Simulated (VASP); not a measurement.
Input:

```
CELL_PARAMETERS angstrom
      5.46147     0.00000     0.00000
      0.00000     5.46147     0.00000
      0.00000     0.00000     5.46147
ATOMIC_POSITIONS crystal
  Hg 0.00000 0.00000 0.00000
  Se 0.27451 0.27451 0.27451
  Se 0.72549 0.72549 0.27451
  Se 0.72549 0.27451 0.72549
  Se 0.27451 0.72549 0.72549
  Be 0.50000 0.50000 0.00000
  Be 0.50000 0.00000 0.50000
  Be 0.00000 0.50000 0.50000
```

Method: PBE GGA, VASP's PBE PAW potentials (set 64) (plane waves; VASP). Numerical set-up: 400 eV cut-off, Gaussian smearing of 0.050 eV, potentials Hg Se Be.

Unless said otherwise, spin-orbit coupling is left out, though it shifts the bands of the heavy elements here.

Task: Estimate the band gap (along the path) with the smallest direct gap where there is one.

Result: 
The band gap (along the path) is 1.64 eV and the smallest direct gap (along the path) is 1.64 eV.

The structure was generated: Be3HgSe4 was put into an ordered model structure (P-43m), which need not be its known phase. It was relaxed first.
